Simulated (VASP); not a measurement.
# CaZrOs (P4/nmm) in VASP: single point with r2SCAN

Aim: the single point of CaZrOs with r2SCAN.

Everything below comes from runs of VASP 6.6.1. Logs are shortened: lines on timing, memory, paths and dates and some standing lists are left out, and cuts for length are marked.

### 1 Starting point

It takes space group P4/nmm (No. 129, tetragonal). Conventional cell: a = 4.304 Å, b = 4.304 Å, c = 7.205 Å, α = 90.00°, β = 90.00°, γ = 90.00°. Around Os (site symmetry -4m2) lie 4 Ca at 2.47 Å. Zr (site symmetry 4mm) is surrounded by 4 Os at 2.87 Å and 5 Ca at 3.11 to 3.12 Å. Ca (site symmetry 4mm) is surrounded by 4 Os at 2.47 Å.

The cell was built by a generator and needn't be a form met in nature.

### 2 Single point, r2SCAN

POSCAR reads:

```
CaZrOs
1.0
    4.3035122000      0.0000000000      0.0000000000
    0.0000000000      4.3035122000      0.0000000000
    0.0000000000      0.0000000000      7.2048318800
Os Zr Ca
2 2 2
Direct
    0.0000000000      0.0000000000      0.0000000000
    0.5000000000      0.5000000000      0.0000000000
    0.0000000000      0.5000000000      0.7370000000
    0.5000000000      0.0000000000      0.2630000000
    0.0000000000      0.5000000000      0.1680000000
    0.5000000000      0.0000000000      0.8320000000
```

INCAR.step1 reads:

```
ALGO = Normal
EDIFF = 1E-4
ENCUT = 520
GGA = PE
ISMEAR = -1
LASPH = True
LCHARG = False
LREAL = False
LWAVE = True
NBANDS = 39
NELM = 100
PREC = Accurate
SIGMA = 0.1
```

INCAR.step2 reads:

```
ALGO = Normal
EDIFF = 1E-7
ENCUT = 520
ISIF = 2
ISMEAR = -1
ISTART = 1
LASPH = True
LCHARG = True
LELF = True
LMIXTAU = True
LREAL = False
LVHAR = True
LWAVE = False
METAGGA = R2SCAN
NBANDS = 39
NELM = 100
PREC = Accurate
SIGMA = 0.1
```

KPOINTS reads:

```
k-points
0
Gamma
  8 8 5
```

Potentials or basis: VASP PAW PBE potentials, release 64 (Os, Zr_sv, Ca_sv).

On the command line:

```console
$ cat potpaw_PBE.64/Os/POTCAR potpaw_PBE.64/Zr_sv/POTCAR potpaw_PBE.64/Ca_sv/POTCAR > POTCAR
$ cp INCAR.step1 INCAR
$ mpirun -np 1 vasp_std > vasp.out
$ cp INCAR.step2 INCAR
$ mpirun -np 1 vasp_std > vasp.out
```

OUTCAR:

```text
EDIFF = 1E-7
   ENCUT = 520
   ISIF = 2
   ISMEAR = -1
   ISTART = 1
   LASPH = True
   LREAL = False
   METAGGA = R2SCAN
   NELM = 100
   PREC = Accurate

 ion  position               nearest neighbor table
   1  0.000  0.000  0.000-   5 2.47   6 2.47   5 2.47   6 2.47   3 2.87   3 2.87   4 2.87   4 2.87
                             2 3.04   2 3.04   2 3.04   2 3.04
   2  0.500  0.500  0.000-   5 2.47   6 2.47   6 2.47   5 2.47   4 2.87   3 2.87   3 2.87   4 2.87
                             1 3.04   1 3.04   1 3.04   1 3.04
   3  0.000  0.500  0.737-   1 2.87   2 2.87   1 2.87   2 2.87   5 3.11   6 3.12   6 3.12   6 3.12
                             6 3.12
   4  0.500  0.000  0.263-   1 2.87   2 2.87   2 2.87   1 2.87   6 3.11   5 3.12   5 3.12   5 3.12
                             5 3.12
   5  0.000  0.500  0.168-   1 2.47   2 2.47   1 2.47   2 2.47   3 3.11   4 3.12   4 3.12   4 3.12
                             4 3.12
   6  0.500  0.000  0.832-   1 2.47   2 2.47   2 2.47   1 2.47   4 3.11   3 3.12   3 3.12   3 3.12
                             3 3.12

  LATTYP: Found a simple tetragonal cell.
 ALAT       =     4.3035122000
 C/A-ratio  =     1.6741748472

  Lattice vectors:

 A1 = (   4.3035122000,   0.0000000000,   0.0000000000)
 A2 = (   0.0000000000,   4.3035122000,   0.0000000000)
 A3 = (   0.0000000000,   0.0000000000,   7.2048318800)

Analysis of symmetry for initial positions (statically):
=====================================================================
 Subroutine PRICEL returns:
 Original cell was already a primitive cell.

 Routine SETGRP: Setting up the symmetry group for a
 simple tetragonal supercell.

 Subroutine GETGRP returns: Found 16 space group operations
 (whereof  8 operations were pure point group operations)
 out of a pool of 16 trial point group operations.

The static configuration has the point symmetry D_2d.
 The point group associated with its full space group is D_4h.

Analysis of symmetry for dynamics (positions and initial velocities):
=====================================================================
 Subroutine PRICEL returns:
 Original cell was already a primitive cell.

 Routine SETGRP: Setting up the symmetry group for a
 simple tetragonal supercell.

 Subroutine GETGRP returns: Found 16 space group operations
 (whereof  8 operations were pure point group operations)
 out of a pool of 16 trial point group operations.

The dynamic configuration has the point symmetry D_2d.
 The point group associated with its full space group is D_4h.

 Subroutine INISYM returns: Found 16 space group operations
 (whereof  8 operations are pure point group operations),
 and found     1 'primitive' translations

----------------------------------------------------------------------------------------

                                     Primitive cell

  volume of cell :     133.4351

  direct lattice vectors                    reciprocal lattice vectors
     4.303512200  0.000000000  0.000000000     0.232368343  0.000000000  0.000000000
     0.000000000  4.303512200  0.000000000     0.000000000  0.232368343  0.000000000
     0.000000000  0.000000000  7.204831880     0.000000000  0.000000000  0.138795744

  length of vectors
     4.303512200  4.303512200  7.204831880     0.232368343  0.232368343  0.138795744

  position of ions in fractional coordinates (direct lattice)
     0.000000000  0.000000000  0.000000000
     0.500000000  0.500000000  0.000000000
     0.000000000  0.500000000  0.737000000
     0.500000000  0.000000000  0.263000000
     0.000000000  0.500000000  0.168000000
     0.500000000  0.000000000  0.832000000

  ion indices of the primitive-cell ions
   primitive index   ion index
                 1           1
                 2           2
                 3           3
                 4           4
                 5           5
                 6           6

----------------------------------------------------------------------------------------

 KPOINTS: k-points

Automatic generation of k-mesh.
 Grid dimensions read from file:
 generate k-points for:    8    8    5

 Generating k-lattice:

  Cartesian coordinates                     Fractional coordinates (reciprocal lattice)
     0.029046043  0.000000000  0.000000000     0.125000000  0.000000000  0.000000000
     0.000000000  0.029046043  0.000000000     0.000000000  0.125000000  0.000000000
     0.000000000  0.000000000  0.027759149     0.000000000  0.000000000  0.200000000

  Length of vectors
     0.029046043  0.029046043  0.027759149

  Shift w.r.t. Gamma in fractional coordinates (k-lattice)
     0.000000000  0.000000000  0.000000000

 Subroutine IBZKPT returns following result:
 ===========================================

 Found     45 irreducible k-points:

 Following reciprocal coordinates:
            Coordinates               Weight
  0.000000  0.000000  0.000000      1.000000
  0.125000  0.000000  0.000000      4.000000
  0.250000  0.000000  0.000000      4.000000
  0.375000  0.000000  0.000000      4.000000
  0.500000  0.000000  0.000000      2.000000
  0.125000  0.125000  0.000000      4.000000
[... 16 lines left out ...]
  0.375000  0.125000  0.200000     16.000000
  0.500000  0.125000  0.200000      8.000000
 [... further k-points ...]
   k-points           NKPTS =     45   k-points in BZ     NKDIM =     45   number of bands    NBANDS=     39
   number of dos      NEDOS =    301   number of ions     NIONS =      6
   total plane-waves  NPLWV =  55296
   dimension x,y,z NGX =    32 NGY =   32 NGZ =   54
   dimension x,y,z NGXF=    64 NGYF=   64 NGZF=  108
   ions per type =               2   2   2
   NGX,Y,Z   is equivalent  to a cutoff of  12.36, 12.36, 12.46 a.u.
   NGXF,Y,Z  is equivalent  to a cutoff of  24.72, 24.72, 24.92 a.u.
 SYSTEM =  unknown system
   PREC   = accura    normal or accurate (medium, high low for compatibility)
   ISTART =      1    job   : 0-new  1-cont  2-samecut
   ICHARG =      0    charge: 1-file 2-atom 10-const
   ISPIN  =      1    spin polarized calculation?
   LNONCOLLINEAR =      F non collinear calculations
   LSORBIT =      F    spin-orbit coupling
   LASPH  =      T    aspherical Exc in radial PAW
   ENCUT  =  520.0 eV  38.22 Ry    6.18 a.u.   8.00  8.00 13.40*2*pi/ulx,y,z
   NELM   =    100;   NELMIN=  2; NELMDL=  0     # of ELM steps
   EDIFF  = 0.1E-06   stopping-criterion for ELM
   LREAL  =      F    real-space projection
   EDIFFG = 0.1E-05   stopping-criterion for IOM
   NSW    =      0    number of steps for IOM
   IBRION =     -1    ionic relax: 0-MD 1-quasi-New 2-CG
   NFREE  =      0    steps in history (QN), initial steepest desc. (CG)
   ISIF   =      2    stress and relaxation
   ISYM   =      2    0-nonsym 1-usesym 2-fastsym
   POTIM  = 0.5000    time-step for ionic-motion
   TEBEG  =    0.0;   TEEND  =   0.0 temperature during run
   PSTRESS=    0.0 pullay stress
   NELECT =      60.0000    total number of electrons
   NUPDOWN=      -1.0000    fix difference up-down
   EMIN   =  10.00;   EMAX   =-10.00  energy-range for DOS
   EFERMI =   0.00;   METHOD = LEGACY
   ISMEAR =    -1;   SIGMA  =   0.10  broadening in eV -4-tet -1-fermi 0-gaus
   EFERMI_NEDOS =   21; number of points for ismear=-14 and -15
   IALGO  =     38    algorithm
   IMIX   =      4    mixing-type and parameters
     AMIX     =   0.40;   BMIX     =  1.00
     AMIX_MAG =   1.60;   BMIX_MAG =  1.00
  volume/ion in A,a.u.               =      22.24       150.08
  Fermi-wavevector in a.u.,A,eV,Ry     =   1.254205  2.370104 21.402383  1.573031
  Thomas-Fermi vector in A             =   2.388021
   LORBIT       =      0    0 simple, 1 ext, 2 COOP (PROOUT), +10 PAW based schemes
   METAGGA = R2SCAN    functional components
   LHFCALC =     F    Hartree Fock is set to
   AEXX    =    0.0000 exact exchange contribution
   IVDW    =     0    specifies the selected vdW correction
   LEPSILON=     F    determine dielectric tensor
   LRPA    =     F    only Hartree local field effects (RPA)
 non-spin polarized calculation
  energy-cutoff  :      520.00
  volume of cell :      133.44
 maximum number of plane-waves:      3648
   NGX = 17   NGY = 17   NGZ = 27

 number of electron      59.9999991 magnetization

 Free energy of the ion-electron system (eV)
  ---------------------------------------------------
  ext. energy  EPLUGINS =         0.00000000
  ---------------------------------------------------
  free energy    TOTEN  =      -159.38274168 eV

  energy without entropy =     -159.27014212  energy(sigma->0) =     -159.32644190

 E-fermi :   6.2275     XC(G=0): -11.3098

 val. band max:        6.2221402648   @ k =   0.3750   0.3750   0.2000
 cond. band min:       6.2278140022   @ k =   0.3750   0.2500   0.2000
 fundamental gap:      0.0056737373
 Fermi energy:         6.2275347509

 k-point     1 :       0.0000    0.0000    0.0000
  band No.  band energies     occupation
      1     -45.2126      2.00000
      2     -45.2101      2.00000
      3     -35.0254      2.00000
      4     -35.0000      2.00000
      5     -22.5540      2.00000
      6     -22.5540      2.00000
[... 31 lines left out ...]
     38       8.9130      0.00000
     39       8.9130      0.00000

 k-point     2 :       0.1250    0.0000    0.0000
  band No.  band energies     occupation
      1     -45.2123      2.00000
      2     -45.2101      2.00000
      3     -35.0232      2.00000
      4     -34.9996      2.00000
      5     -22.5569      2.00000
      6     -22.5564      2.00000
[... 31 lines left out ...]
     38       8.9029      0.00000
     39       9.0272      0.00000

 k-point     3 :       0.2500    0.0000    0.0000
  band No.  band energies     occupation
      1     -45.2116      2.00000
      2     -45.2099      2.00000
      3     -35.0173      2.00000
      4     -34.9992      2.00000
      5     -22.5630      2.00000
      6     -22.5624      2.00000
[... 832 lines left out ...]
 k-point    23 :       0.3750    0.1250    0.2000
  band No.  band energies     occupation
      1     -45.2105      2.00000
      2     -45.2098      2.00000
      3     -35.0080      2.00000
      4     -34.9989      2.00000
      5     -22.5715      2.00000
      6     -22.5691      2.00000
[... 31 lines left out ...]
     38       8.5766      0.00000
     39       8.6347      0.00000

 k-point    24 :       0.5000    0.1250    0.2000
  band No.  band energies     occupation
      1     -45.2100      2.00000
      2     -45.2100      2.00000
      3     -35.0021      2.00000
      4     -35.0021      2.00000
      5     -22.5729      2.00000
      6     -22.5729      2.00000
[... 31 lines left out ...]
     38       8.3909      0.00000
     39       8.8597      0.00000

 [... further k-points ...]

------------------------ aborting loop because EDIFF is reached ----------------------------------------

  FORCE on cell =-STRESS in cart. coord.  units (eV):
  Direction    XX          YY          ZZ          XY          YZ          ZX
  --------------------------------------------------------------------------------------
  -------------------------------------------------------------------------------------
  Total       21.3661342     21.3661342      6.9574954      0.0000000      0.0000000      0.0000000
  in kB      256.5468018    256.5468018     83.5398286      0.0000000      0.0000000      0.0000000
  external PRESSURE =     198.8778107 kB  Pullay stress =       0.0000000 kB

 VOLUME and BASIS-vectors are now :
 -----------------------------------------------------------------------------
  energy-cutoff  :      520.00
  volume of cell :      133.44
      direct lattice vectors                 reciprocal lattice vectors
     4.303512200  0.000000000  0.000000000     0.232368343  0.000000000  0.000000000
     0.000000000  4.303512200  0.000000000     0.000000000  0.232368343  0.000000000
     0.000000000  0.000000000  7.204831880     0.000000000  0.000000000  0.138795744

 POSITION                                       TOTAL-FORCE (eV/Angst)
 -----------------------------------------------------------------------------------
      0.00000      0.00000      0.00000        -0.000000      0.000000      0.000000
      2.15176      2.15176      0.00000        -0.000000      0.000000      0.000000
      0.00000      2.15176      5.30996        -0.000000     -0.000000      0.298013
      2.15176      0.00000      1.89487        -0.000000      0.000000     -0.298013
      0.00000      2.15176      1.21041        -0.000000      0.000000      6.030300
      2.15176      0.00000      5.99442         0.000000      0.000000     -6.030300
 -----------------------------------------------------------------------------------
    total drift:                                0.000000      0.000000      0.000000

  FREE ENERGIE OF THE ION-ELECTRON SYSTEM (eV)
  ---------------------------------------------------
  free  energy   TOTEN  =      -159.3827416808 eV

  energy  without entropy=     -159.2701421171  energy(sigma->0) =     -159.32644190
```

Run time: 5 min. Hardware: 1 thread of Intel Xeon 6975P-C (Granite Rapids), shared host; peak memory 0.39 GiB.

What came out:

```
Free energy            : -159.3827 eV
Pressure               : 19.9 GPa
Largest force          : 6.030 eV/Å
Band gap on the k mesh : none (metal or under the smearing width)
```

Forces on the atoms (eV/Å):
```
Os   0.000  0.000  0.000
Os   0.000  0.000  0.000
Zr   0.000  0.000  0.298
Zr   0.000  0.000 -0.298
Ca   0.000  0.000  6.030
Ca   0.000  0.000 -6.030
```

Stress tensor (GPa, compression positive):
```
25.65  0.00  0.00
 0.00 25.65  0.00
 0.00  0.00  8.35
```

Caveat: so large a pressure means that the cell lies far from this level's equilibrium, or that cutoff or potentials fall short; the potentials were made for another functional, which shifts forces and pressure. The run has no spin-orbit coupling, so splittings on Os are missing.
